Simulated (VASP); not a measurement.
# CaHfI2 (P4/mmm) in VASP: a series of runs, part 2 of 3

VASP 6.6.1. The steps go on from the part before.

### 3 Relaxation of cell and atoms, PBE

File INCAR:

```
SYSTEM = CaHfI2
  PREC = Accurate
  ENCUT = 600
  EDIFF = 1E-6
  ISMEAR = 0
  SIGMA = 0.1
  LREAL = .FALSE.
  LASPH = .TRUE.
  NELM = 100
  ALGO = Normal
  ISIF = 3
  LWAVE = .FALSE.
  LCHARG = .FALSE.
  GGA = PE
  IBRION = 2
  NSW = 100
  EDIFFG = -0.01
```

File KPOINTS:

```
Automatic mesh
0
G
  8 8 12
  0 0 0
```

File POSCAR:

```
CaHfI2
1.0
    5.7395898945      0.0000000000      0.0000000000
    0.0000000000      5.7395898945      0.0000000000
    0.0000000000      0.0000000000      3.6523727716
Ca Hf I
1 1 2
Direct
    0.5000000000      0.5000000000      0.5000000000
    0.0000000000      0.0000000000      0.0000000000
    0.5000000000      0.0000000000      0.0000000000
    0.0000000000      0.5000000000      0.0000000000
```

Potentials or basis: VASP PAW PBE potentials, release 64 (Ca_sv, Hf_pv, I).

The run is started by

```console
$ cat potpaw_PBE.64/Ca_sv/POTCAR potpaw_PBE.64/Hf_pv/POTCAR potpaw_PBE.64/I/POTCAR > POTCAR
$ mpirun -np 1 vasp_std > vasp.out
```

OUTCAR:

```text
SYSTEM = CaHfI2
   PREC = Accurate
   ENCUT = 600
   EDIFF = 1E-6
   ISMEAR = 0
   LREAL = .FALSE.
   LASPH = .TRUE.
   NELM = 100
   ISIF = 3
   GGA = PE
   IBRION = 2
   NSW = 100
   EDIFFG = -0.01

 ion  position               nearest neighbor table
   1  0.500  0.500  0.500-
   2  0.000  0.000  0.000-   3 2.87   4 2.87   4 2.87   3 2.87
   3  0.500  0.000  0.000-   2 2.87   2 2.87
   4  0.000  0.500  0.000-   2 2.87   2 2.87

  LATTYP: Found a simple tetragonal cell.
 ALAT       =     5.7395898945
 C/A-ratio  =     0.6363473417

  Lattice vectors:

 A1 = (   5.7395898945,   0.0000000000,   0.0000000000)
 A2 = (   0.0000000000,   5.7395898945,   0.0000000000)
 A3 = (   0.0000000000,   0.0000000000,   3.6523727716)

Analysis of symmetry for initial positions (statically):
=====================================================================
 Subroutine PRICEL returns:
 Original cell was already a primitive cell.

 Routine SETGRP: Setting up the symmetry group for a
 simple tetragonal supercell.

 Subroutine GETGRP returns: Found 16 space group operations
 (whereof 16 operations were pure point group operations)
[... 177 lines left out ...]
  --------------------------------------------------------------------------------------
  -------------------------------------------------------------------------------------
  Total       -0.1350490     -0.1350490      0.1361583      0.0000000      0.0000000     -0.0000000
  in kB       -1.7983126     -1.7983126      1.8130843      0.0000000      0.0000000     -0.0000000
  external PRESSURE =      -0.5945137 kB  Pullay stress =       0.0000000 kB
[... 101 lines left out ...]
--------------------------------------- Ionic step        4  -------------------------------------------

 number of electron      34.0000001 magnetization

 Free energy of the ion-electron system (eV)
  ---------------------------------------------------
  ext. energy  EPLUGINS =         0.00000000
  ---------------------------------------------------
  free energy    TOTEN  =       -15.54445900 eV

  energy without entropy =      -15.52553031  energy(sigma->0) =      -15.53499466

 E-fermi :   6.5159     XC(G=0):  -9.4992

 val. band max:        6.5129035674   @ k =   0.5000   0.0000   0.0000
 cond. band min:       6.5178355294   @ k =   0.2500   0.2500   0.3333
 fundamental gap:      0.0049319620
 Fermi energy:         6.5158554003

 k-point     1 :       0.0000    0.0000    0.0000
  band No.  band energies     occupation
      1     -36.1009      2.00000
      2     -25.5389      2.00000
      3     -25.5389      2.00000
      4     -25.1021      2.00000
      5     -17.1330      2.00000
      6     -17.1330      2.00000
[... 565 lines left out ...]
     20       7.8085      0.00000
     21       8.3197      0.00000

 [... further k-points ...]

------------------------ aborting loop because EDIFF is reached ----------------------------------------

  FORCE on cell =-STRESS in cart. coord.  units (eV):
  Direction    XX          YY          ZZ          XY          YZ          ZX
  --------------------------------------------------------------------------------------
  -------------------------------------------------------------------------------------
  Total        0.0105475      0.0105475      0.0186878      0.0000000     -0.0000000     -0.0000000
  in kB        0.1405646      0.1405646      0.2490503      0.0000000     -0.0000000     -0.0000000
  external PRESSURE =       0.1767265 kB  Pullay stress =       0.0000000 kB
[... 19 lines left out ...]
  FREE ENERGIE OF THE ION-ELECTRON SYSTEM (eV)
  ---------------------------------------------------
  free  energy   TOTEN  =       -15.5444590019 eV

  energy  without entropy=      -15.5255303128  energy(sigma->0) =      -15.53499466

 reached required accuracy - stopping structural energy minimisation
```

OSZICAR:

```text
N       E                     dE             d eps       ncg     rms          rms(c)
DAV:   1     0.249124413050E+03    0.24912E+03   -0.17435E+04  4418   0.161E+03
DAV:   2     0.473704300094E+01   -0.24439E+03   -0.23885E+03  5120   0.366E+02
DAV:   3    -0.151323936904E+02   -0.19869E+02   -0.19493E+02  7593   0.767E+01
[... 28 lines left out ...]
DAV:   1    -0.155446777746E+02   -0.23901E-03   -0.60861E-03  4685   0.550E-01    0.121E-01
DAV:   2    -0.155445131372E+02    0.16464E-03   -0.49639E-04  5649   0.135E-01    0.453E-02
DAV:   3    -0.155444651315E+02    0.48006E-04   -0.11034E-04  6453   0.643E-02    0.174E-02
DAV:   4    -0.155444597315E+02    0.54000E-05   -0.26494E-05  7159   0.221E-02    0.118E-02
DAV:   5    -0.155444590019E+02    0.72957E-06   -0.26160E-06  4337   0.599E-03
   4 F= -.15544459E+02 E0= -.15534995E+02  d E =-.201211E-04
```

CONTCAR:

```text
CaHfI2
   1.00000000000000
     5.7300983558488650    0.0000000000000000   -0.0000000000000000
    -0.0000000000000000    5.7300983558488650    0.0000000000000000
    -0.0000000000000000    0.0000000000000000    3.6614929730088539
  Ca              Hf              I
     1     1     2
Direct
     0.5000000000000000    0.5000000000000000    0.5000000000000000
     0.0000000000000000    1.0000000000000000    0.0000000000000000
     0.5000000000000000    1.0000000000000000    0.0000000000000000
     1.0000000000000000    0.5000000000000000    1.0000000000000000

  0.00000000E+00  0.00000000E+00  0.00000000E+00
  0.00000000E+00  0.00000000E+00  0.00000000E+00
  0.00000000E+00  0.00000000E+00  0.00000000E+00
  0.00000000E+00  0.00000000E+00  0.00000000E+00
```

Wall time 7.1 min (1 thread of Intel Xeon Platinum 8559C (Emerald Rapids), shared host); peak memory 0.55 GiB.

What came out:

- Free energy: -15.5445 eV
- Relaxed volume: 30.06 Å³/atom
- Relaxed cell: a = 5.730 Å, b = 5.730 Å, c = 3.661 Å, α = 90.00°, β = 90.00°, γ = 90.00°
- Space group after relaxing (to 0.05 Å): P4/mmm (No. 123)
- Energy gained by relaxing: 0.1 meV/atom
- Ionic steps: 4
- Pressure after relaxing: 0.0 GPa
- Band gap on the k mesh: none (metal or under the smearing width)

Step by step:
| step | energy change (eV) | largest force (eV/Å) | pressure (GPa) | volume (Å³) |
| --- | --- | --- | --- | --- |
| 1 | 0.0000 | 0.0000 | -0.06 | 120.32 |
| 2 | -0.0004 | 0.0000 | 0.03 | 120.13 |
| 3 | -0.0004 | 0.0000 | 0.04 | 120.10 |
| 4 | -0.0004 | 0.0000 | 0.02 | 120.22 |

Final structure:
```yaml
crystal:
  lattice:
    - [5.73010, 0.00000, 0.00000]
    - [0.00000, 5.73010, 0.00000]
    - [0.00000, 0.00000, 3.66149]
  atoms:
    - { symbol: Ca, position: [0.50000, 0.50000, 0.50000] }
    - { symbol: Hf, position: [0.00000, 0.00000, 0.00000] }
    - { symbol: I, position: [0.50000, 0.00000, 0.00000] }
    - { symbol: I, position: [0.00000, 0.50000, 0.00000] }
```

Levels at points of the mesh, in eV from the Fermi level:
```
           k point  band 14  band 15  band 16  band 17  band 18  band 19  band 20  band 21
(0.00, 0.00, 0.00)    -3.18    -2.64    -2.24    -1.57    -1.28     0.33     0.42     1.21
(0.50, 0.00, 0.00)    -3.15    -3.04    -1.61     0.00     0.46     0.53     1.34     1.50
(0.50, 0.50, 0.00)    -3.25    -3.25    -1.26     0.17     1.57     1.64     1.64     2.24
(0.00, 0.00, 0.50)    -4.12    -4.12    -1.18    -1.18    -0.68     0.42     0.94     1.38
(0.50, 0.00, 0.50)    -5.03    -4.98    -1.22     0.15     0.54     0.73     0.80     1.39
(0.50, 0.50, 0.50)    -5.51    -3.60    -0.86    -0.28     0.75     0.75     0.86     0.86
```

### 4 Single point, PBE

This run uses another cell than the first one, of 27.58 Å³/atom, 0.916 times its volume.

File INCAR:

```
SYSTEM = CaHfI2
PREC = Accurate
ENCUT = 520
EDIFF = 1E-7
ISMEAR = 0
SIGMA = 0.1
LREAL = .False.
LASPH = .True.
NELM = 60
ALGO = Fast
ISIF = 2
LWAVE = .False.
LCHARG = .False.
GGA = PE
NBANDS = 25
```

File KPOINTS:

```
Automatic mesh
0
Gamma
  4 4 6
  0 0 0
```

File POSCAR:

```
CaHfI2
1.0
    6.0135569300      0.0000000000      0.0000000000
    0.0000000000      6.0135569300      0.0000000000
    0.0000000000      0.0000000000      3.0504337600
Ca Hf I
1 1 2
Direct
    0.5000000000      0.5000000000      0.5000000000
    0.0000000000      0.0000000000      0.0000000000
    0.5000000000      0.0000000000      0.0000000000
    0.0000000000      0.5000000000      0.0000000000
```

The run is started by

```console
$ cat potpaw_PBE.64/Ca_sv/POTCAR potpaw_PBE.64/Hf_pv/POTCAR potpaw_PBE.64/I/POTCAR > POTCAR
$ mpirun -np 1 vasp_std > vasp.out
```

It took 63 s on 1 thread of Intel Xeon Platinum 8559C (Emerald Rapids), shared host; peak memory 0.27 GiB.

The run converged. Its results:

* Free energy: -13.8034 eV
* Pressure: 7.0 GPa
* Band gap on the k mesh: none (metal or under the smearing width)

Stress tensor (GPa, compression positive):
```
-3.70  0.00  0.00
 0.00 -3.70  0.00
 0.00  0.00 28.28
```

Levels at points of the mesh, in eV from the Fermi level:
| k point | band 14 | band 15 | band 16 | band 17 | band 18 | band 19 | band 20 | band 21 |
| --- | --- | --- | --- | --- | --- | --- | --- | --- |
| (0.00, 0.00, 0.00) | -3.23 | -1.75 | -1.68 | -0.10 | -0.05 | 0.21 | 0.22 | 1.55 |
| (0.50, 0.00, 0.00) | -2.43 | -0.68 | -0.15 | -0.06 | 0.12 | 0.18 | 1.26 | 1.74 |
| (0.50, 0.50, 0.00) | -2.01 | -0.32 | -0.25 | -0.25 | 0.95 | 0.95 | 1.06 | 2.07 |
| (0.00, 0.00, 0.50) | -3.67 | -3.67 | -1.68 | -1.68 | 0.14 | 0.73 | 1.25 | 2.10 |
| (0.50, 0.00, 0.50) | -4.32 | -4.24 | -1.68 | -0.55 | 0.40 | 0.86 | 0.96 | 1.12 |
| (0.50, 0.50, 0.50) | -4.60 | -3.30 | -0.49 | -0.33 | -0.33 | -0.17 | 0.34 | 0.34 |

Spin-orbit coupling is left out, which matters for the levels of Hf, I.

### 5 Single point, PBE

File INCAR:

```
PREC     = Accurate       # precision mode
ENCUT    = 520            # plane-wave cutoff, eV
EDIFF    = 1E-6           # SCF threshold, eV
ISMEAR   = 0              # smearing method
SIGMA    = 0.1            # smearing width, eV
LREAL    = F              # projectors in reciprocal space
LASPH    = T              # aspherical terms in the spheres
NELM     = 100            # most SCF steps
ALGO     = Normal         # electronic algorithm
ISIF     = 2              # what is computed and relaxed
LWAVE    = F              # write WAVECAR
LCHARG   = F              # write CHGCAR
GGA      = PE             # functional
NBANDS   = 25             # bands
```

File KPOINTS:

```
regular mesh
0
Gamma
  4 4 6
```

File POSCAR:

```
CaHfI2
1.0
    5.7395898945      0.0000000000      0.0000000000
    0.0000000000      5.7395898945      0.0000000000
    0.0000000000      0.0000000000      3.6523727716
Ca Hf I
1 1 2
Direct
    0.5000000000      0.5000000000      0.5000000000
    0.0000000000      0.0000000000      0.0000000000
    0.5000000000      0.0000000000      0.0000000000
    0.0000000000      0.5000000000      0.0000000000
```

The run is started by

```console
$ cat potpaw_PBE.64/Ca_sv/POTCAR potpaw_PBE.64/Hf_pv/POTCAR potpaw_PBE.64/I/POTCAR > POTCAR
$ mpirun -np 1 vasp_std > vasp.out
```

Run time: 51 s. Hardware: 1 thread of Intel Xeon Platinum 8559C (Emerald Rapids), shared host; peak memory 0.29 GiB.

It converged, with:

| Quantity | Value |
| --- | --- |
| Free energy | -15.5733 eV |
| Pressure | -0.1 GPa |
| Band gap on the k mesh | none (metal or under the smearing width) |

Stress tensor (GPa, compression positive):
```
-0.17  0.00  0.00
 0.00 -0.17  0.00
 0.00  0.00  0.14
```

Levels at points of the mesh, in eV from the Fermi level:
| k point | band 15 | band 16 | band 17 | band 18 | band 19 | band 20 |
| --- | --- | --- | --- | --- | --- | --- |
| (0.00, 0.00, 0.00) | -2.64 | -2.32 | -1.58 | -1.32 | 0.30 | 0.39 |
| (0.50, 0.00, 0.00) | -3.03 | -1.69 | -0.05 | 0.44 | 0.49 | 1.32 |
| (0.50, 0.50, 0.00) | -3.24 | -1.33 | 0.13 | 1.53 | 1.60 | 1.60 |
| (0.00, 0.00, 0.50) | -4.13 | -1.23 | -1.23 | -0.68 | 0.39 | 0.92 |
| (0.50, 0.00, 0.50) | -4.99 | -1.26 | 0.10 | 0.52 | 0.72 | 0.74 |
| (0.50, 0.50, 0.50) | -3.61 | -0.90 | -0.31 | 0.68 | 0.68 | 0.82 |

(Continued in part 3 of 3.)
